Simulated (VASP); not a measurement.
Computed with PBE GGA, VASP's PBE PAW potentials (set 64) (plane waves; VASP 6.6.1).

The input files of a VASP run:

File KPOINTS:
```
Automatic mesh
0
Gamma
6 6 6
0 0 0
```

INCAR:
```
# general
SYSTEM   =  KTaO3
PREC     =  Accurate
ENCUT    =  620
LREAL    =  F
LASPH    =  T

# electronic loop
EDIFF    =  1E-6
NELM     =  100
ALGO     =  Normal
LMAXMIX  =  6

# smearing
ISMEAR   =  0
SIGMA    =  0.05

# functional
GGA      =  PE

# ions
IBRION   =  2
NSW      =  40
ISIF     =  3
EDIFFG   =  -0.02

# output
LWAVE    =  F
LCHARG   =  F
```

File POSCAR:
```
KTaO3
1
    4.0269839971     0.0000000000     0.0000000000
    0.0000000000     4.0269839971     0.0000000000
    0.0000000000     0.0000000000     4.0269839971
K Ta O
1 1 3
Direct
  0.0000000000   0.0000000000   0.0000000000
  0.5000000000   0.5000000000   0.5000000000
  0.5000000000   0.0000000000   0.5000000000
  0.0000000000   0.5000000000   0.5000000000
  0.5000000000   0.5000000000   0.0000000000
```

POTCAR, in this order: K_sv Ta_pv O (PBE.64 set). Program: vasp_std.

Output of the run:

### OSZICAR
```
       N       E                     dE             d eps       ncg     rms          rms(c)
DAV:   1     0.366047055659E+03    0.36605E+03   -0.23966E+04   920   0.193E+03
DAV:   2    -0.273563669271E+02   -0.39340E+03   -0.38599E+03  1124   0.478E+02
DAV:   3    -0.491577100507E+02   -0.21801E+02   -0.21166E+02  1179   0.110E+02
DAV:   4    -0.497491206823E+02   -0.59141E+00   -0.59118E+00  1635   0.151E+01
DAV:   5    -0.497521962534E+02   -0.30756E-02   -0.30755E-02  1165   0.109E+00    0.339E+01
DAV:   6    -0.412974662358E+02    0.84547E+01   -0.44488E+01  1088   0.462E+01    0.135E+01
DAV:   7    -0.411362485831E+02    0.16122E+00   -0.24240E+00  1228   0.105E+01    0.872E+00
DAV:   8    -0.410866401064E+02    0.49608E-01   -0.41746E-01  1177   0.557E+00    0.141E+00
DAV:   9    -0.410779749585E+02    0.86651E-02   -0.28446E-02  1255   0.129E+00    0.249E-01
DAV:  10    -0.410772096025E+02    0.76536E-03   -0.10068E-02  1258   0.728E-01    0.476E-02
DAV:  11    -0.410772485736E+02   -0.38971E-04   -0.52340E-04  1249   0.177E-01    0.320E-02
DAV:  12    -0.410772813997E+02   -0.32826E-04   -0.45063E-05  1353   0.559E-02    0.915E-03
DAV:  13    -0.410772816618E+02   -0.26219E-06   -0.68170E-06  1228   0.213E-02
   1 F= -.41077282E+02 E0= -.41077282E+02  d E =-.410773E+02
```

### OUTCAR
```
------------------------ aborting loop because EDIFF is reached ----------------------------------------
  FORCE on cell =-STRESS in cart. coord.  units (eV):
  Direction    XX          YY          ZZ          XY          YZ          ZX
  --------------------------------------------------------------------------------------
  Total        0.0035294      0.0035294      0.0035294      0.0000000      0.0000000     -0.0000000
  in kB        0.0865912      0.0865912      0.0865912      0.0000000      0.0000000     -0.0000000
  external PRESSURE =       0.0865912 kB  Pullay stress =       0.0000000 kB
  volume of cell :       65.30
      direct lattice vectors                 reciprocal lattice vectors
     4.026983997  0.000000000  0.000000000     0.248324801  0.000000000  0.000000000
     0.000000000  4.026983997  0.000000000     0.000000000  0.248324801  0.000000000
     0.000000000  0.000000000  4.026983997     0.000000000  0.000000000  0.248324801
 POSITION                                       TOTAL-FORCE (eV/Angst)
 -----------------------------------------------------------------------------------
      0.00000      0.00000      0.00000         0.000000      0.000000      0.000000
      2.01349      2.01349      2.01349         0.000000      0.000000      0.000000
      2.01349      0.00000      2.01349         0.000000      0.000000      0.000000
      0.00000      2.01349      2.01349         0.000000      0.000000      0.000000
      2.01349      2.01349      0.00000         0.000000      0.000000      0.000000
 -----------------------------------------------------------------------------------
    total drift:                                0.000000      0.000000      0.000000
  FREE ENERGIE OF THE ION-ELECTRON SYSTEM (eV)
  ---------------------------------------------------
  free  energy   TOTEN  =       -41.0772816618 eV

  energy  without entropy=      -41.0772816618  energy(sigma->0) =      -41.07728166

 reached required accuracy - stopping structural energy minimisation
```
(Selected blocks of OUTCAR.)

### OUTCAR
```
 val. band max:        1.6038432501   @ k =   0.5000   0.5000   0.5000

 cond. band min:       3.7160681975   @ k =   0.0000   0.0000   0.0000


 Fermi energy:         1.9385647867

 k-point     1 :       0.0000    0.0000    0.0000
  band No.  band energies     occupation
      1     -32.6507      2.00000
      2     -32.6507      2.00000
      3     -32.6507      2.00000
      4     -25.7422      2.00000
      5     -15.8422      2.00000
      6     -15.1454      2.00000
      7     -15.1454      2.00000
      8      -9.2848      2.00000
      9      -9.2848      2.00000
     10      -9.2848      2.00000
     11      -0.8304      2.00000
     12      -0.8304      2.00000
     13      -0.8304      2.00000
     14       0.5889      2.00000
     15       0.5889      2.00000
     16       0.5889      2.00000
     17       0.9726      2.00000
     18       0.9726      2.00000
     19       0.9726      2.00000
     20       3.7161      0.00000
     21       3.7161      0.00000
     22       3.7161      0.00000
     23       8.0012      0.00000

 k-point     2 :       0.1667    0.0000    0.0000
  band No.  band energies     occupation
      1     -32.6705      2.00000
      2     -32.6500      2.00000
      3     -32.6500      2.00000
      4     -25.7363      2.00000
      5     -15.7738      2.00000
      6     -15.1402      2.00000
      7     -15.0070      2.00000
      8      -9.2761      2.00000
      9      -9.2761      2.00000
     10      -9.2535      2.00000
     11      -1.4930      2.00000
     12      -0.8517      2.00000
     13      -0.8517      2.00000
     14       0.1975      2.00000
     15       0.1975      2.00000
     16       0.3349      2.00000
     17       0.4755      2.00000
     18       0.8648      2.00000
     19       0.8648      2.00000
     20       3.7512      0.00000
     21       4.4798      0.00000
     22       4.4798      0.00000
     23       8.3790      0.00000

 k-point     3 :       0.3333    0.0000    0.0000
...
```

Unless said otherwise, spin-orbit coupling is left out, though it shifts the bands of the heavy elements here.

The compound is KTaO3 in the cubic perovskite structure. It was relaxed first.
